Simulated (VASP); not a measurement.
Given:

```xyz
2
Lattice="1.6585 -2.8726 0.0000 1.6585 2.8726 0.0000 0.0000 0.0000 5.1622" Properties=species:S:1:pos:R:3 pbc="T T T"
Sc     1.6585     0.9575     1.2905
Sc     1.6585    -0.9575     3.8716
```

Calculation: PBE GGA, VASP's PBE PAW potentials (set 64) (plane waves; VASP 6.6.1). Settings: 480 eV cut-off, 12×12×8 Γ-centred mesh, first-order Methfessel-Paxton smearing of 0.10 eV, potentials Sc_sv.

Energy and stress use the plane-wave basis of the starting cell.

**Question.** The ions, cell shape and volume at an external pressure of 20.0 GPa are relaxed. Give the cell that the relaxation ends in.

**Answer.** 
```xyz
2
Lattice="1.5350 -2.6587 0.0000 1.5350 2.6587 0.0000 0.0000 0.0000 4.7199" Properties=species:S:1:pos:R:3 pbc="T T T"
Sc     1.5350     0.8862     1.1800
Sc     1.5350    -0.8862     3.5400
```
Space group P6_3/mmc (194), at a tolerance of 0.03 Å.

**Question.** How do energy and volume change from the first to the last step?

**Answer.** The energy (σ→0) changes by +280.6 meV/atom and the volume by -21.7 %, in 9 ionic steps.

The compound is Sc in the hcp structure. This run relaxes it under an external pressure of 20 GPa. Symmetry was kept, so distortions that lower it aren't found.
